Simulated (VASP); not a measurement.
All values below come from vdW-DF2, VASP's PBE PAW potentials (set 64) (plane waves; VASP).

Input for VASP

File KPOINTS:
```
Automatic
0
Gamma
 10 10 10
```

**POSCAR**
```
SiC
2.2565410
  0.0000000000   0.9999998773   0.9999998773
  0.9999998773   0.0000000000   0.9999998773
  0.9999998773   0.9999998773   0.0000000000
Si C
1 1
Cartesian
  0.0000000000   0.0000000000   0.0000000000
  0.4999999387   0.4999999387   0.4999999387
```

**INCAR**
```
# general
SYSTEM   = SiC
PREC     = Accurate
ENCUT    = 520   # plane-wave cut-off (eV)
LREAL    = .FALSE.   # projection in real space or not
LASPH    = .TRUE.   # aspherical one-centre terms

# electronic loop
EDIFF    = 1E-7   # SCF stop (eV)
NELM     = 100   # most electronic steps
ALGO     = Normal

# smearing
ISMEAR   = 0
SIGMA    = 0.05   # width (eV)

# functional
GGA      = ML
LUSE_VDW = .TRUE.
AGGAC    = 0.0
ZAB_VDW  = -1.8867

# ions
ISIF     = 2   # forces and stress, cell fixed

# output
LWAVE    = .FALSE.
LCHARG   = .FALSE.
```

POTCAR, in this order: Si C (PBE.64 set). Program: vasp_std.

Task: What does the run give for the energy per atom (σ→0), pressure, band gap (on the k-mesh)?

Result: 
energy per atom (σ→0): -5.792 eV/atom
band gap (on the k-mesh): 1.98 eV
pressure: -9.88 GPa

### OSZICAR
```
...
DAV:   8    -0.115841321523E+02   -0.87180E-02   -0.72286E-02   936   0.253E+00    0.245E-01
DAV:   9    -0.115842810953E+02   -0.14894E-03   -0.15166E-03  1072   0.369E-01    0.175E-01
DAV:  10    -0.115843887761E+02   -0.10768E-03   -0.86118E-04   808   0.271E-01    0.291E-02
DAV:  11    -0.115844041642E+02   -0.15388E-04   -0.38858E-05   984   0.610E-02    0.215E-02
DAV:  12    -0.115844074209E+02   -0.32567E-05   -0.97668E-06   800   0.373E-02    0.331E-03
DAV:  13    -0.115844080062E+02   -0.58528E-06   -0.30917E-07  1160   0.482E-03    0.657E-04
DAV:  14    -0.115844080552E+02   -0.48943E-07   -0.59711E-08   576   0.245E-03
   1 F= -.11584408E+02 E0= -.11584408E+02  d E =-.238609E-14
```

The compound is SiC in the zinc blende structure. This cell is one point of a volume scan, at 1.06 of the reference volume.
